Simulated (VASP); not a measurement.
Computed with PBE GGA with D4 dispersion, VASP's PBE PAW potentials (set 64) (plane waves; VASP 6.6.1).

The input files of a VASP run:

**KPOINTS**
```
Automatic mesh
0
Gamma
8 8 8
0 0 0
```

### POSCAR
```
HfO2
2.5744660
  0.0000000000   0.9999999055   0.9999999055
  0.9999999055   0.0000000000   0.9999999055
  0.9999999055   0.9999999055   0.0000000000
Hf O
1 2
Direct
  0.0000000000   0.0000000000   0.0000000000
  0.2500000000   0.2500000000   0.2500000000
  0.7500000000   0.7500000000   0.7500000000
```

INCAR:
```
# general
SYSTEM  = HfO2
PREC    = Accurate
ENCUT   = 520
LREAL   = .FALSE.
LASPH   = .TRUE.   # aspherical one-centre terms

# electronic loop
EDIFF   = 1E-7   # SCF stop (eV)
NELM    = 100
ALGO    = Normal   # blocked Davidson
LMAXMIX = 6   # l cut-off of mixed one-centre charges

# smearing
ISMEAR  = 0   # Gaussian
SIGMA   = 0.05

# functional
GGA     = PE
IVDW    = 13   # D4

# ions
ISIF    = 2   # forces and stress, cell fixed

# output
LWAVE   = .FALSE.
LCHARG  = .FALSE.
```

POTCAR, in this order: Hf_pv O (PBE.64 set). Program: vasp_std.

The resulting files:

### OSZICAR
```
       N       E                     dE             d eps       ncg     rms          rms(c)
DAV:   1     0.953839792012E+02    0.95384E+02   -0.12959E+04   878   0.144E+03
DAV:   2    -0.323497432778E+02   -0.12773E+03   -0.12512E+03  1108   0.311E+02
DAV:   3    -0.360528803073E+02   -0.37031E+01   -0.37002E+01  1122   0.529E+01
DAV:   4    -0.360737449594E+02   -0.20865E-01   -0.20861E-01  1115   0.433E+00
DAV:   5    -0.360739286225E+02   -0.18366E-03   -0.18366E-03  1094   0.362E-01    0.437E+01
DAV:   6    -0.303638024313E+02    0.57101E+01   -0.31455E+01   996   0.384E+01    0.404E+01
DAV:   7    -0.302455163451E+02    0.11829E+00   -0.83072E-01  1045   0.831E+00    0.280E+01
DAV:   8    -0.302145476983E+02    0.30969E-01   -0.30506E-01  1080   0.564E+00    0.619E+00
DAV:   9    -0.302001528722E+02    0.14395E-01   -0.53323E-02  1038   0.212E+00    0.168E+00
DAV:  10    -0.302002842687E+02   -0.13140E-03   -0.48568E-03  1202   0.543E-01    0.326E-01
DAV:  11    -0.302002512119E+02    0.33057E-04   -0.29648E-04  1017   0.139E-01    0.224E-01
DAV:  12    -0.302002662489E+02   -0.15037E-04   -0.63800E-05  1123   0.600E-02    0.650E-02
DAV:  13    -0.302002671054E+02   -0.85655E-06   -0.20503E-06  1215   0.112E-02    0.194E-02
DAV:  14    -0.302002673584E+02   -0.25297E-06   -0.10563E-06  1017   0.737E-03    0.420E-03
DAV:  15    -0.302002672890E+02    0.69428E-07   -0.99180E-08   687   0.246E-03
   1 F= -.30754486E+02 E0= -.30754486E+02  d E =-.195897E-14
```

File OUTCAR:
```
------------------------ aborting loop because EDIFF is reached ----------------------------------------
  Edisp (eV):   -0.55422
  FORCE on cell =-STRESS in cart. coord.  units (eV):
  Direction    XX          YY          ZZ          XY          YZ          ZX
  --------------------------------------------------------------------------------------
  Total      -2.83629    -2.83629    -2.83629     0.00000     0.00000     0.00000
  in kB    -133.15876  -133.15876  -133.15876     0.00000     0.00000     0.00000
  external pressure =     -133.16 kB  Pullay stress =        0.00 kB
  volume of cell :       34.13
      direct lattice vectors                 reciprocal lattice vectors
     0.000000000  2.574465757  2.574465757    -0.194215052  0.194215052  0.194215052
     2.574465757  0.000000000  2.574465757     0.194215052 -0.194215052  0.194215052
     2.574465757  2.574465757  0.000000000     0.194215052  0.194215052 -0.194215052
 POSITION                                       TOTAL-FORCE (eV/Angst)
 -----------------------------------------------------------------------------------
      0.00000      0.00000      0.00000         0.000000     -0.000000     -0.000000
      1.28723      1.28723      1.28723         0.000000     -0.000000      0.000000
      3.86170      3.86170      3.86170        -0.000000      0.000000     -0.000000
 -----------------------------------------------------------------------------------
    total drift:                                0.000000      0.000000      0.000000
  FREE ENERGIE OF THE ION-ELECTRON SYSTEM (eV)
  ---------------------------------------------------
  free  energy   TOTEN  =       -30.7544863934 eV

  energy  without entropy=      -30.7544863934  energy(sigma->0) =      -30.75448639
```
(Selected blocks of OUTCAR.)

**OUTCAR**
```
 val. band max:        3.8898515339   @ k =   0.5000   0.5000   0.0000

 cond. band min:       7.5649115289   @ k =   0.5000   0.5000   0.0000


 Fermi energy:         4.1406430197

 k-point     1 :       0.0000    0.0000    0.0000
  band No.  band energies     occupation
      1     -26.0142      2.00000
      2     -26.0142      2.00000
      3     -26.0142      2.00000
      4     -14.5584      2.00000
      5     -11.7535      2.00000
      6      -1.1751      2.00000
      7      -1.1751      2.00000
      8      -1.1751      2.00000
      9       3.3050      2.00000
     10       3.3050      2.00000
     11       3.3050      2.00000
     12       7.6540      0.00000
     13       7.6540      0.00000
     14       9.3567      0.00000
     15      13.7370      0.00000

 k-point     2 :       0.1250    0.0000    0.0000
  band No.  band energies     occupation
      1     -26.0676      2.00000
      2     -26.0201      2.00000
      3     -26.0201      2.00000
      4     -14.3731      2.00000
      5     -11.9041      2.00000
      6      -1.0331      2.00000
      7      -1.0331      2.00000
      8      -0.7945      2.00000
      9       2.8491      2.00000
     10       3.0393      2.00000
     11       3.0393      2.00000
     12       7.9157      0.00000
     13       7.9157      0.00000
     14       9.9733      0.00000
     15      13.1056      0.00000

 k-point     3 :       0.2500    0.0000    0.0000
  band No.  band energies     occupation
      1     -26.1925      2.00000
      2     -26.0345      2.00000
      3     -26.0345      2.00000
      4     -13.9273      2.00000
      5     -12.2203      2.00000
      6      -0.6801      2.00000
      7      -0.6801      2.00000
      8       0.0998      2.00000
      9       1.9581      2.00000
     10       2.5437      2.00000
     11       2.5437      2.00000
     12       8.3097      0.00000
     13       8.3097      0.00000
     14      10.6453      0.00000
     15      12.6300      0.00000
...
```

Unless said otherwise, spin-orbit coupling is left out, though it shifts the bands of the heavy elements here.

The compound is HfO2 in the fluorite structure, the high-temperature cubic form, which is unstable at 0 K; the monoclinic form is the stable one. This cell is one point of a volume scan, at 1.06 of the reference volume.
